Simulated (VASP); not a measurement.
A calculation with VASP 6.6.1 of LaMnIn (ASE script, structure from a POSCAR):

The input run.py:

```python
from ase.calculators.vasp import Vasp
from ase.dft.bandgap import bandgap
from ase.io import read

atoms = read('POSCAR')
atoms.set_initial_magnetic_moments([0.0, 0.0, 4.0])
calc = Vasp(
    directory='calc',
    xc='lda',
    pp='LDA',
    setups={'base': 'minimal', 'La': '_GW', 'In': '_d_GW', 'Mn': '_GW'},
    prec='Accurate',
    encut=550,
    ediff=1e-06,
    ismear=0,
    sigma=0.02,
    lreal=False,
    lasph=True,
    nelm=120,
    algo='Normal',
    isif=2,
    lwave=False,
    lcharg=False,
    ispin=2,
    lorbit=11,
    lmaxmix=6,
    kpts=[7, 7, 7],
    gamma=True,
    nbands=26,
)
atoms.calc = calc

print('energy (eV):', atoms.get_potential_energy())
print('free energy (eV):', atoms.get_potential_energy(force_consistent=True))
print('forces (eV/A):')
print(atoms.get_forces())
print('stress (eV/A^3, Voigt):', atoms.get_stress())
print('Fermi level (eV):', calc.get_fermi_level())
print('moment (muB):', atoms.get_magnetic_moment())
print('site moments (muB):', atoms.get_magnetic_moments())
gap, top, bottom = bandgap(calc)
print('band gap (eV):', gap, 'from (spin, k, band)', top, 'to', bottom)
```

POSCAR

```
LaMnIn
1.0
    4.5933407550      0.0000000000      0.0000000000
   -2.2966703775      3.9779497821      0.0000000000
    0.0000000000      0.0000000000      4.0965590000
La In Mn
1 1 1
Direct
    0.0000000000      0.0000000000      0.0000000000
    0.3333333333      0.6666666667      0.5000000000
    0.6666666667      0.3333333333      0.5000000000
```

Potentials or basis: VASP PAW LDA potentials, release 64 (La_GW, In_d_GW, Mn_GW).

Run with:

```bash
$ python run.py
```

The cell comes from a database or a generator and needn't be the stable form of this composition.

Write the same calculation in another form: native input, structure from a POSCAR.

As run:

INCAR

```
SYSTEM = LaMnIn
ALGO = Normal
EDIFF = 1E-7
ENCUT = 550
ISIF = 2
ISMEAR = 0
ISPIN = 2
LASPH = .TRUE.
LCHARG = .FALSE.
LMAXMIX = 6
LORBIT = 11
LREAL = .FALSE.
LWAVE = .FALSE.
MAGMOM = 0 0 4
NBANDS = 26
NELM = 150
PREC = Accurate
SIGMA = 0.02
```

File KPOINTS:

```
k-points
0
G
  7 7 7
  0 0 0
```

Contents of POSCAR:

```
LaMnIn
1.0
    4.5933407550      0.0000000000      0.0000000000
   -2.2966703775      3.9779497821      0.0000000000
    0.0000000000      0.0000000000      4.0965590000
La In Mn
1 1 1
Cartesian
    0.0000000000      0.0000000000      0.0000000000
   -0.0000000002      2.6519665215      2.0482795000
    2.2966703777      1.3259832606      2.0482795000
```

Potentials or basis: VASP PAW LDA potentials, release 64 (La_GW, In_d_GW, Mn_GW).

Run with:

```bash
$ cat potpaw_LDA.64/La_GW/POTCAR potpaw_LDA.64/In_d_GW/POTCAR potpaw_LDA.64/Mn_GW/POTCAR > POTCAR
$ mpirun -np 1 vasp_std > vasp.out
```

Both were run:

|  | ASE script, structure from a POSCAR | native input, structure from a POSCAR |
| --- | --- | --- |
| Pressure | -1.8 GPa | -1.8 GPa |
| Band gap on the k mesh | none (metal or under the smearing width) | none (metal or under the smearing width) |
| Net moment | 3.15 μB per cell | 3.15 μB per cell |
| Site moments | La -0.10; In -0.06; Mn +3.34 μB | La -0.10; In -0.06; Mn +3.34 μB |
| Valence electrons inside the program's atomic spheres | La 7.99; In 11.60; Mn 5.86 | La 7.99; In 11.60; Mn 5.86 |

Keys that steer only the numerical path or the files written may differ.
